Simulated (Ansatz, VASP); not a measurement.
**Cross-check of ScTeN3 between VASP and Ansatz**

Wanted: the spread between two codes on one cell, functional and k mesh. The cell is generated by rule, not measured, and may not be a known phase. The cell is taken from a series of runs on this material, whose earlier steps may have relaxed, scaled, displaced or heated it; both programs get it as it stands.

Method: plane waves, with VASP 6.6.1 beside it; relaxation of cell and atoms at PBEsol, in Ansatz 0.2.0.

## Step 1: Set-up

It takes space group R-3c (No. 167, trigonal). The conventional cell has a = 5.512 Å, b = 5.512 Å, c = 13.190 Å, α = 90.00°, β = 90.00°, γ = 120.00°. Nearest to Sc lie 3 N at 2.11 Å. Nearest to Te lie 6 N at 2.04 Å. N has 2 Te at 2.04 Å and 1 Sc at 2.11 Å nearest. Farther neighbours and most contacts between anions are not listed.

Structure file:

```xyz
10
Lattice="2.7559 1.5911 4.3966 -2.7559 1.5911 4.3966 0.0000 -3.1823 4.3966" Properties=species:S:1:pos:R:3 pbc="T T T"
Sc    0.0000    0.0000    9.8924
Sc    0.0000    0.0000    3.2975
Te    0.0000    0.0000    6.5949
Te    0.0000    0.0000    0.0000
N     1.0547   -1.3555    7.6941
N    -1.0547    1.3555    5.4958
N     0.6465    1.5911    7.6941
N    -0.6465   -1.5911    5.4958
N     1.7012    0.2357    5.4958
N    -1.7012   -0.2357    7.6941
```

## Step 2: Ansatz: relaxation of cell and atoms, PBEsol, pair 1

Ansatz runs on its PAW soft_1 files.

The relaxed volume is the usual yardstick between codes: in a stiff, nearly cubic crystal its relative difference is about their pressure difference at one cell divided by the bulk modulus.

Contents of input.yaml:

```yaml
crystal:
  lattice:
    - [2.7559117826, 1.5911264095, 4.396603187]
    - [-2.7559117826, 1.5911264095, 4.396603187]
    - [0.0, -3.1822528191, 4.396603187]
  atoms:
    - { symbol: Sc, position: [0.75, 0.75, 0.75] }
    - { symbol: Sc, position: [0.25, 0.25, 0.25] }
    - { symbol: Te, position: [0.5, 0.5, 0.5] }
    - { symbol: Te, position: [0.0, 0.0, 0.0] }
    - { symbol: "N", position: [0.6327059299, 0.25, 0.8672940701] }
    - { symbol: "N", position: [0.3672940701, 0.75, 0.1327059299] }
    - { symbol: "N", position: [0.8672940701, 0.6327059299, 0.25] }
    - { symbol: "N", position: [0.1327059299, 0.3672940701, 0.75] }
    - { symbol: "N", position: [0.75, 0.1327059299, 0.3672940701] }
    - { symbol: "N", position: [0.25, 0.8672940701, 0.6327059299] }
kpoints:
  mp_grid: { grid: [6, 6, 6] }
hamiltonian:
  xc: pbesol
  pseudopotentials: { kind: paw, azcp: { folder: soft_1 }, xc_functional: pbe }
scf:
  occupations: { method: fixed }
output:
  forces: true
  stress: true
  eigenvalues: true
relax:
  adjacent_minimum: "off"
  f_tol: 0.001
  max_steps: 60
  cell: { stress_tol: 0.01 }
```

Started as:

```
$ ansatz run input.yaml --threads 8 --pin off --max-ram 16384MiB --backend cpu --events-out ev --progress --plain --runs-dir out
```

Numbers of over 12 decimals in the logs are rounded to 6 here.

The program printed:

```text
Engine: ansatz 0.2.0, x86_64-unknown-linux-gnu
Pseudopotentials: kind: paw
Pseudopotential: Sc, paw, valence charge 11, recommended cutoff 420 eV (normal), soft_1/Sc.paw.azcp
Pseudopotential: Te, paw, valence charge 16, recommended cutoff 420 eV (normal), soft_1/Te.paw.azcp
Pseudopotential: N, paw, valence charge 5, recommended cutoff 420 eV (normal), soft_1/N.paw.azcp
Functional definition: PBEsol
  exchange = pbesol_x
  correlation = pbesol_c
Crystal: 10 atoms, lattice volume = 115.675 Å³
Basis set: ecut = 420 eV, 2247 PW (Γ), exchange–correlation on 80×80×80 points (8 copies of the dense FFT grid, shifted against one another)
Bands: 52, of which v1, the nominal top of the filled ones, is band 42 counted from 1 (41 counted from 0)
Symmetry: 12 space group operations
Space group: R-3c (ITA 167), of the structure as read, at distance tolerance 4.9e-5 Å
k-points: 32 of 216
Non-local potential: Sc, projectors of the file, l = 0: 3, l = 1: 2, l = 2: 3, l = 3: 1
Non-local potential: Te, projectors of the file, l = 0: 2, l = 1: 2, l = 2: 2, l = 3: 1
Non-local potential: N, projectors of the file, l = 0: 2, l = 1: 2, l = 2: 1
PAW form: soft (Blöchl's): semilocal exchange-correlation on the pseudo side does not see the compensation charge
PAW frozen core: Sc, regenerated for the run's functional, and the local potential with it (the file was generated under x = pbe(κ = 0.804, μ = 0.219515), c = pbe(β = 0.066725))
PAW frozen core: Te, regenerated for the run's functional, and the local potential with it (the file was generated under x = pbe(κ = 0.804, μ = 0.219515), c = pbe(β = 0.066725))
PAW frozen core: N, regenerated for the run's functional, and the local potential with it (the file was generated under x = pbe(κ = 0.804, μ = 0.219515), c = pbe(β = 0.066725))
PAW one-centre angular grid: Sc, 590 points (default); XC on 64 Gauss nodes
PAW one-centre angular grid: Te, 590 points (default); XC on 64 Gauss nodes
PAW one-centre angular grid: N, 110 points (default); XC on 64 Gauss nodes
Initial density: superposition of atomic densities (chi_scale 0.1, normalization cell, long waves kept (reshape's long-wave potential 0.00 eV rms))
Initial wavefunctions: pseudopotential atomic-orbital guess
Functional: x = pbesol(κ = 0.804, μ = 0.123457), c = pbesol(β = 0.046)
SCF iter   1: F=—  HF=-20302.408600 eV  |F-HF|=—  |Δ(HF+E_count)|=         —  Δρ=1.02e-1  dr2=1.65e1  ethr=3.10e-3  ⟨swp⟩=4.2  Hψ=6475  notcnv=0  defer=216
preconditioner: auto → Resta (q_TF=auto, 2.587 Å⁻¹)  ε∞=7.2  [insulator: Δε(μ)=1.506 eV  Ē_g=9.568 eV  n_scr=26 (ndim 8)  ℏωp=23.9 eV  f_vac=0.000  ε∞_Penn≈7.2]
SCF iter   2: F=—  HF=-20297.895213 eV  |F-HF|=—  |Δ(HF+E_count)|=    4.51e0  Δρ=4.51e-2  dr2=3.25e0  ethr=3.10e-3  ⟨swp⟩=3.2  Hψ=3137  notcnv=0  defer=221
SCF iter   3: F=—  HF=-20297.022948 eV  |F-HF|=—  |Δ(HF+E_count)|=   8.72e-1  Δρ=1.79e-2  dr2=3.75e-1  ethr=3.10e-3  ⟨swp⟩=3.2  Hψ=2628  notcnv=0  defer=224
SCF iter   4: F=—  HF=-20296.942876 eV  |F-HF|=—  |Δ(HF+E_count)|=   8.01e-2  Δρ=5.16e-3  dr2=1.77e-2  ethr=4.47e-4  ⟨swp⟩=2.4  Hψ=2521  notcnv=0  defer=228
SCF iter   5: F=—  HF=-20296.942695 eV  |F-HF|=—  |Δ(HF+E_count)|=   1.82e-4  Δρ=1.12e-3  dr2=1.02e-3  ethr=2.10e-5  ⟨swp⟩=2.5  Hψ=2312  notcnv=0  defer=256
SCF iter   6: F=—  HF=-20296.943148 eV  |F-HF|=—  |Δ(HF+E_count)|=   4.53e-4  Δρ=2.24e-4  dr2=4.97e-5  ethr=1.21e-6  ⟨swp⟩=2.0  Hψ=2409  notcnv=0  defer=256
SCF iter   7: F=—  HF=-20296.943160 eV  |F-HF|=—  |Δ(HF+E_count)|=   1.21e-5  Δρ=3.98e-5  dr2=1.49e-6  ethr=5.92e-8  ⟨swp⟩=2.0  Hψ=2535  notcnv=0  defer=213
SCF iter   8: F=-20296.943160 eV  HF=-20296.943160 eV  |F-HF|=3.47e-8  |Δ(HF+E_count)|=   3.02e-7  Δρ=7.07e-6  dr2=6.35e-8  ethr=1.19e-10  ⟨swp⟩=14.4  Hψ=9668  notcnv=0
SCF 1 converged in 8 iterations: F = -20296.943160 eV  dr2 = 6.35e-8
  greatest PAW one-centre occupation: 0.999 electrons in one spin orbital (limit 2), on the Te atom at site 2 (counted from 0), in its partial waves of l = 2
relax step   1: F+E_penalty+E_count = -20296.94315986 eV  Δ(F+E_penalty+E_count) = +0.000e0 eV  max|allowed force component| = 9.119e-5 eV/Å  Δτ_max = 0.0000 Å  P = -0.003 GPa  Ω = 115.675 Å³  (8 SCF iters, dr2 threshold 1.00e-7 eV, accepted)
Initial density: handed on by an earlier stage of this run
Initial wavefunctions: pseudopotential atomic-orbital guess (no wavefunctions were taken with the density)
iter 1 solved again at ethr=6.84e-8 eV; its pass at ethr=3.10e-3 eV (dr2=5.74e-5 eV) is discarded
SCF iter   1: F=—  HF=-20296.943157 eV  |F-HF|=—  |Δ(HF+E_count)|=         —  Δρ=7.07e-6  dr2=6.33e-8  ethr=6.84e-8  ⟨swp⟩=3.0  Hψ=10558  notcnv=0  defer=256
preconditioner: auto → Resta (q_TF=auto, 2.587 Å⁻¹)  ε∞=6.6  [insulator: Δε(μ)=0.840 eV  Ē_g=10.122 eV  n_scr=26 (ndim 8)  ℏωp=23.9 eV  f_vac=0.000  ε∞_Penn≈6.6]
SCF iter   2: F=—  HF=-20296.943160 eV  |F-HF|=—  |Δ(HF+E_count)|=   2.73e-6  Δρ=3.38e-6  dr2=1.41e-8  ethr=7.54e-11  ⟨swp⟩=3.0  Hψ=3386  notcnv=0  defer=246
SCF iter   3: F=—  HF=-20296.943160 eV  |F-HF|=—  |Δ(HF+E_count)|=  9.31e-10  Δρ=1.62e-6  dr2=3.27e-9  ethr=1.68e-11  ⟨swp⟩=2.4  Hψ=2186  notcnv=0  defer=246
SCF iter   4: F=—  HF=-20296.943160 eV  |F-HF|=—  |Δ(HF+E_count)|=  3.93e-10  Δρ=4.10e-7  dr2=2.16e-10  ethr=3.89e-12  ⟨swp⟩=2.3  Hψ=2569  notcnv=0  defer=246
SCF iter   5: F=—  HF=-20296.943160 eV  |F-HF|=—  |Δ(HF+E_count)|=  7.28e-12  Δρ=1.61e-7  dr2=3.53e-11  ethr=1.00e-12  ⟨swp⟩=1.7  Hψ=1844  notcnv=0  defer=246
SCF iter   6: F=-20296.943160 eV  HF=-20296.943160 eV  |F-HF|=3.64e-12  |Δ(HF+E_count)|=    0.00e0  Δρ=2.41e-8  dr2=6.69e-13  ethr=1.00e-12  ⟨swp⟩=13.0  Hψ=10381  notcnv=0
SCF 2 converged in 6 iterations: F = -20296.943160 eV  dr2 = 6.69e-13
  greatest PAW one-centre occupation: 0.999 electrons in one spin orbital (limit 2), on the Te atom at site 3 (counted from 0), in its partial waves of l = 2
relax step   2: F+E_penalty+E_count = -20296.94315988 eV  Δ(F+E_penalty+E_count) = -2.697e-8 eV  max|allowed force component| = 1.009e-4 eV/Å  Δτ_max = 0.0000 Å  P = -0.002 GPa  Ω = 115.675 Å³  stress off target by 4.98e-3 GPa  SCF on the basis re-selected at this cell (its energy is not comparable with the rows above)  (6 SCF iters)
basis re-selected at this cell: Δ(F+E_penalty+E_count) = -2.697e-8 eV, ΔP = +0.001 GPa vs the last step (what re-selecting the basis moved, of the pressure what is left beyond the Pulay correction that the steps carried, after the strain that the cell walked since its last selection, with what the two solves' SCF thresholds leave and, on support functions, any second-order correction that the steps lacked; it is no m [...]
SCF converged after 6 iterations
Free energy (F): -20296.943160 eV
Harris-Foulkes:  -20296.943160 eV  (|F-HF|=3.64e-12)
Internal energy: -20296.943160 eV  (E = F + TS)
E sigma→0 (E₀):  -20296.943160 eV
Fermi energy:    12.831419 eV
--- Per-component energies (eV) ---
  E_band       = -523.714653
  E_kinetic    = 1539.688348
  E_local      = -4790.213629  (includes V_loc(G=0)·N_el)
  E_nonlocal   = 631.005169
  E_hartree    = 2112.199790
  E_xc         = -770.502683
  E_vxc        = -869.774581  (∫ρ·V_xc dr)
  E_paw        = -11861.572722  (= ΣΔE_a)
  E_vpaw       = -1258.824815  (= ΣTr[D̂ρ^β])
  E_aug_tail   = 0.005314  (compensation charges beyond the density's cutoff)
  E_ewald      = -7158.729012
  E_core_change = 1.176266  (= ΣΔE_core)
  E_smearing   = -0.000000  (= −TS)
  E_closure    = -0.000000  (closes the sum)
  Σ components = -20296.943160   (vs F -20296.943160, Δ=0.00e0)
--- Forces (eV/Å), atoms counted from 1 ---
  atom   1  Sc     0.00000000    -0.00000000     0.00000000
  atom   2  Sc    -0.00000000    -0.00000000    -0.00000000
  atom   3  Te     0.00000000     0.00000000     0.00000000
  atom   4  Te     0.00000000     0.00000000     0.00000000
  atom   5  N     -0.00005045    -0.00008738    -0.00000000
  atom   6  N      0.00005045     0.00008738     0.00000000
  atom   7  N      0.00010089    -0.00000000    -0.00000000
  atom   8  N     -0.00010089     0.00000000     0.00000000
  atom   9  N      0.00005045    -0.00008738    -0.00000000
  atom  10  N     -0.00005045     0.00008738     0.00000000
  max |Σ_I F_I| component: 2.43e-17 eV/Å
--- Stress (GPa, compression-positive) ---
       -0.001086       0.000000       0.000000
        0.000000      -0.001086       0.000000
        0.000000       0.000000      -0.004976
  P = ⅓ Tr σ = -0.0024 GPa (-0.024 kbar)
--- Band table (eV; the first three rows and the last of 32) ---
  k-point 0: bands = [... 38 lower, 11.8872, 12.1939, 12.1939, 12.8314, 13.6715, 15.2780, 16.2269, 16.2269, ... 6 higher]
  k-point 1: bands = [... 38 lower, 11.7816, 12.2910, 12.3957, 12.7325, 13.6962, 15.4782, 16.1253, 16.1844, ... 6 higher]
  k-point 2: bands = [... 38 lower, 11.7887, 12.2436, 12.3590, 12.5307, 13.8954, 15.7464, 15.9075, 16.2199, ... 6 higher]
  k-point 31: bands = [... 38 lower, 11.3551, 11.3551, 11.3551, 11.3551, 15.2243, 15.2243, 16.7205, 16.7205, ... 6 higher]
--- Relaxed structure (1 steps of the walk, 1 accepted, 1 SCFs on fresh bases) ---
  F+E_penalty+E_count = -20296.94315988 eV   max|allowed force component| = 1.009e-4 eV/Å   (the final SCF, on the basis selected at the relaxed cell)
  cell:  # Å, volume = 115.6747 Å³
    - [2.755912, 1.591126, 4.396603]
    - [-2.755912, 1.591126, 4.396603]
    - [0.0, -3.182253, 4.396603]
  atoms:
    - { symbol: Sc, position: [0.750000, 0.750000, 0.750000] }
    - { symbol: Sc, position: [0.250000, 0.250000, 0.25] }
    - { symbol: Te, position: [0.500000, 0.500000, 0.5] }
    - { symbol: Te, position: [0.0, 0.0, 0.0] }
    - { symbol: N, position: [0.6327059299, 0.25, 0.8672940701] }
    - { symbol: N, position: [0.367294, 0.75, 0.132706] }
    - { symbol: N, position: [0.8672940701, 0.6327059299, 0.250000] }
    - { symbol: N, position: [0.132706, 0.367294, 0.75] }
    - { symbol: N, position: [0.750000, 0.132706, 0.367294] }
    - { symbol: N, position: [0.25, 0.8672940701, 0.6327059299] }
```

Reading the cycles: dr2 is the Hartree energy of the density residual (eV), the measure of convergence; HF is the Harris–Foulkes estimate of the energy, which meets the free energy F at convergence.

[end of part 1 of 3]

[Lines on the potential files, build, host, timing and source positions are cut from VASP's logs without a mark.]

[Logs are printed without paths, hosts, clocks, repeated set-up lines and the standing remarks that a program may print on its own settings, such as how far it seeks lower states.]

[Hosts, paths, dates, database ids (printed as entryN), source tags and the programs' standing remarks are cut or masked in the printed files.]
